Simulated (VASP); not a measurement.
VASP input:

POSCAR:
```
TaRh3
1
    3.8697800000     0.0000000000     0.0000000000
    0.0000000000     3.8697800000     0.0000000000
    0.0000000000     0.0000000000     3.8697800000
Ta Rh
1 3
Direct
  0.0000000000   0.0000000000   0.0000000000
  0.0000000000   0.5000000000   0.5000000000
  0.5000000000   0.0000000000   0.5000000000
  0.5000000000   0.5000000000   0.0000000000
```

### INCAR
```
ALGO = Normal
EDIFF = 1E-6
ENCUT = 150
GGA = PE
ISIF = 2
ISMEAR = 1
LASPH = .TRUE.
LCHARG = .FALSE.
LMAXMIX = 6
LREAL = .FALSE.
LWAVE = .FALSE.
NELM = 100
PREC = Accurate
SIGMA = 0.1
SYSTEM = TaRh3
```

File KPOINTS:
```
Automatic mesh
0
Gamma
  7 7 7
0 0 0
```

POTCAR, in this order: Ta_pv Rh_pv (PBE.64 set). Program: vasp_std.

**Question.** Translate this PBE calculation to Quantum ESPRESSO's pw.x.

**Answer.** One equivalent input (not run):
```
&CONTROL
  calculation = 'scf'
  pseudo_dir = './pseudo'
  outdir = './out'
  tprnfor = .true.
  tstress = .true.
/
&SYSTEM
  ibrav = 0
  nat = 4
  ntyp = 2
  ecutwfc = 88
  occupations = 'smearing'
  smearing = 'methfessel-paxton'
  degauss = 0.00735
  input_dft = 'pbe'
/
&ELECTRONS
  conv_thr = 7.3e-08
  electron_maxstep = 100
/
ATOMIC_SPECIES
  Ta 180.948 Ta.upf
  Rh 102.906 Rh.upf
CELL_PARAMETERS angstrom
     3.8697800    0.0000000    0.0000000
     0.0000000    3.8697800    0.0000000
     0.0000000    0.0000000    3.8697800
ATOMIC_POSITIONS crystal
  Ta   0.0000000  0.0000000  0.0000000
  Rh   0.0000000  0.5000000  0.5000000
  Rh   0.5000000  0.0000000  0.5000000
  Rh   0.5000000  0.5000000  0.0000000
K_POINTS automatic
  7 7 7 0 0 0
```
What does not carry over: the potentials are each code's own (VASP's PAW set, PseudoDojo norm-conserving files in pw.x), so ENCUT and ecutwfc are chosen apart and not converted; conv_thr bounds pw.x's estimated SCF error, while EDIFF bounds the energy change between steps.

The structure comes from a computed database's TaRh3 entry (Pm-3m); how it stands against other phases isn't given here. The cell was not relaxed at this level. The run is one of a series of settings (ENCUT = 150 against the base run), some of them coarse on purpose.
